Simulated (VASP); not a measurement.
Calculation: PBEsol GGA, VASP's PBE PAW potentials (set 64) (plane waves; VASP 6.6.1).

VASP ran on this input.

### KPOINTS
```
K-points
0
gamma
  3 3 3
0 0 0
```

### INCAR
```
ALGO = Normal
EDIFF = 1E-6
ENCUT = 300
GGA = PS
ISIF = 2
ISMEAR = -1
LASPH = .True.
LCHARG = .False.
LMAXMIX = 6
LREAL = .False.
LWAVE = .False.
NELM = 100
PREC = Accurate
SIGMA = 0.01
SYSTEM = Ga2HgTe4
```

POSCAR:
```
Ga2HgTe4
1
   -3.1016100000     3.1016100000     5.9589550000
    3.1016100000    -3.1016100000     5.9589550000
    3.1016100000     3.1016100000    -5.9589550000
Ga Hg Te
2 1 4
Direct
  0.5000000000   0.5000000000   0.0000000000
  0.2500000000   0.7500000000   0.5000000000
  0.0000000000   0.0000000000   0.0000000000
  0.6079400000   0.1369200000   0.0204800000
  0.8630800000   0.8835600000   0.4710200000
  0.1164400000   0.5874600000   0.9795200000
  0.4125400000   0.3920600000   0.5289800000
```

POTCAR, in this order: Ga_d Hg Te (PBE.64 set). Program: vasp_std.

Unless said otherwise, spin-orbit coupling is left out, though it shifts the bands of the heavy elements here.

Problem. Predict the energy per atom (σ→0), largest force, band gap (on the k-mesh).

Solution. 
The energy per atom (σ→0) comes out as -318.6 kJ/mol of atoms. The band gap (on the k-mesh) comes out as 0.66 eV and the largest force is 0.088 eV/Å.

**OSZICAR**
```
...
DAV:   8    -0.231128011007E+02    0.66140E-02   -0.13213E-01   474   0.323E+00    0.942E-01
DAV:   9    -0.231130540811E+02   -0.25298E-03   -0.11544E-02   560   0.116E+00    0.324E-01
DAV:  10    -0.231130131766E+02    0.40904E-04   -0.16124E-03   490   0.295E-01    0.120E-01
DAV:  11    -0.231130133547E+02   -0.17808E-06   -0.11236E-03   539   0.255E-01    0.565E-02
DAV:  12    -0.231129993020E+02    0.14053E-04   -0.19711E-04   492   0.101E-01    0.364E-02
DAV:  13    -0.231129981024E+02    0.11996E-05   -0.21927E-05   560   0.289E-02    0.131E-02
DAV:  14    -0.231129976791E+02    0.42329E-06   -0.90748E-06   468   0.281E-02
   1 F= -.23112998E+02 E0= -.23112998E+02  d E =-.168076E-12
```

The structure comes from a computed database's Ga2HgTe4 entry (I-4); how it stands against other phases isn't given here. The cell was not relaxed at this level. The k-mesh is coarse (spacing up to 0.48 per Å, 2π included), so the numbers may not be converged in it.
